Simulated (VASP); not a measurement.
Hf3SnS4:

```
CELL_PARAMETERS angstrom
3.59422 0.00000 0.00000
-1.79711 3.11268 0.00000
0.00000 0.00000 17.58300
ATOMIC_POSITIONS crystal
Hf 0.00000 0.00000 0.00000
Hf 0.66667 0.33333 0.63038
Hf 0.33333 0.66667 0.36962
Sn 0.00000 0.00000 0.50000
S 0.66667 0.33333 0.91674
S 0.33333 0.66667 0.08326
S 0.33333 0.66667 0.71154
S 0.66667 0.33333 0.28846
```

The cell was built by a generator and needn't be a form met in nature.

| Quantity | Value |
| --- | --- |
| Program | VASP 6.6.1 |
| Task | relaxation of cell and atoms |
| Functional | PBE |
| Potentials or basis | VASP PAW PBE potentials, release 64 (Hf_pv, Sn_d, S) |
| Cutoff | 520 eV |
| k mesh | 10 × 10 × 2 |
| Occupations | gaussian, width 0.1 eV |
| Spin | no spin polarisation |

At the start: pressure -1.1 GPa; volume 24.59 Å³/atom.

Problem. How do energy, volume and symmetry change on relaxing?

Solution. Over 32 steps the energy falls by 5.3 meV/atom and the volume is 25.04 Å³/atom (+1.8 %); space group P-3m1 (No. 164, to 0.05 Å).

The path:
```
step  energy change (eV)  largest force (eV/Å)  pressure (GPa)  volume (Å³)
   1              0.0000                0.4517           -1.13       196.71
   2             -0.0077                0.4037            1.61       191.80
   3             -0.0189                0.2478            0.38       193.92
   4             -0.0305                0.1267            0.13       194.28
   5             -0.0349                0.1666           -0.19       194.75
   6             -0.0350                0.1618           -0.16       194.69
   7             -0.0375                0.0729            0.02       194.03
   8             -0.0378                0.0296            0.11       193.72
   9             -0.0378                0.0639           -0.16       194.17
  10             -0.0379                0.0344           -0.03       193.94
  11             -0.0381                0.0293            0.00       193.95
  12             -0.0384                0.0414            0.07       193.98
  13             -0.0386                0.0445            0.05       194.10
  14             -0.0389                0.0517           -0.01       194.46
  15             -0.0395                0.0666           -0.12       195.19
  16             -0.0398                0.0965           -0.34       196.64
  17             -0.0398                0.0960           -0.34       196.67
  18             -0.0399                0.0946           -0.34       196.75
  19             -0.0401                0.0912           -0.33       196.92
  20             -0.0406                0.0847           -0.32       197.26
  21             -0.0412                0.0717           -0.28       197.93
  22             -0.0421                0.0455           -0.19       199.28
  23             -0.0424                0.0145           -0.02       201.97
  24             -0.0425                0.0115           -0.08       201.15
  25             -0.0425                0.0243           -0.13       200.22
  26             -0.0425                0.0196           -0.11       200.62
  27             -0.0426                0.0158           -0.09       200.89
  28             -0.0426                0.0085           -0.05       200.61
  29             -0.0426                0.0196            0.11       199.80
  30             -0.0427                0.0134            0.04       200.18
  31             -0.0427                0.0117            0.01       200.33
  32             -0.0427                0.0096            0.00       200.31
```

Final structure:
```
Hf Sn S
1.0
     3.60886    0.00000    0.00000
    -1.80443    3.12537    0.00000
     0.00000    0.00000   17.75975
Hf Sn S
3 1 4
Direct
  0.00000 0.00000 0.00000
  0.66667 0.33333 0.62502
  0.33333 0.66667 0.37498
  0.00000 0.00000 0.50000
  0.66667 0.33333 0.91767
  0.33333 0.66667 0.08233
  0.33333 0.66667 0.70261
  0.66667 0.33333 0.29739
```

Caveat: this functional lacks dispersion, which binds the layers, so the pressure and a relaxed spacing across them are unreliable.
